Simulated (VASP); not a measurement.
VASP input:

### KPOINTS
```
Automatic mesh
0
Gamma
8 8 8
0 0 0
```

### POSCAR
```
Mg2Sn
1
   -0.0000000000     3.4035874655     3.4035874655
    3.4035874655     0.0000000000     3.4035874655
    3.4035874655     3.4035874655    -0.0000000000
Mg Sn
2 1
Direct
  0.2500000000   0.2500000000   0.2500000000
  0.7500000000   0.7500000000   0.7500000000
  0.0000000000   0.0000000000   0.0000000000
```

INCAR:
```
LWAVE = .FALSE.
LASPH = .TRUE.   # aspherical one-centre terms
LMAXMIX = 4   # l cut-off of mixed one-centre charges
LCHARG = .FALSE.
ENCUT = 520   # plane-wave cut-off (eV)
NELM = 100   # most electronic steps
EDIFFG = -0.01   # ionic stop
SIGMA = 0.1   # width (eV)
EDIFF = 1E-6
IBRION = 2   # conjugate gradients
NSW = 60
PREC = Accurate
ALGO = Normal   # blocked Davidson
GGA = PE
LREAL = .FALSE.   # projection in real space or not
ISMEAR = 1
ISIF = 3   # ions, shape and volume
SYSTEM = Mg2Sn
```

POTCAR, in this order: Mg Sn_d (PBE.64 set). Program: vasp_std.

Question: Write an equivalent input for Ansatz.

Answer: One equivalent input (not run):
Ansatz 0.2 input:
```yaml
crystal:
  lattice:
    - [0.0000000, 3.4035875, 3.4035875]
    - [3.4035875, 0.0000000, 3.4035875]
    - [3.4035875, 3.4035875, 0.0000000]
  atoms:
    - { symbol: Mg, position: [0.2500000, 0.2500000, 0.2500000] }
    - { symbol: Mg, position: [0.7500000, 0.7500000, 0.7500000] }
    - { symbol: Sn, position: [0.0000000, 0.0000000, 0.0000000] }
kpoints:
  mp_grid: { grid: [8, 8, 8] }
hamiltonian:
  xc: pbe
  pseudopotentials: { kind: paw }
scf:
  occupations: { method: methfessel_paxton, width: 0.1 }
  max_iter: 100
relax:
  max_steps: 60
  f_tol: 0.01
  cell: {}
output: { forces: true, stress: true, eigenvalues: true }
```
Limits of the translation: each code has its own PAW files, so the cut-off isn't converted (ENCUT is set for VASP's; basis.ecutwfc is left out, and Ansatz then takes the one that its files recommend); Ansatz stops its SCF on the density residual and VASP on the energy change (EDIFF).

The compound is Mg2Sn in the antifluorite structure. It was relaxed first. The start is the result of an earlier pass.
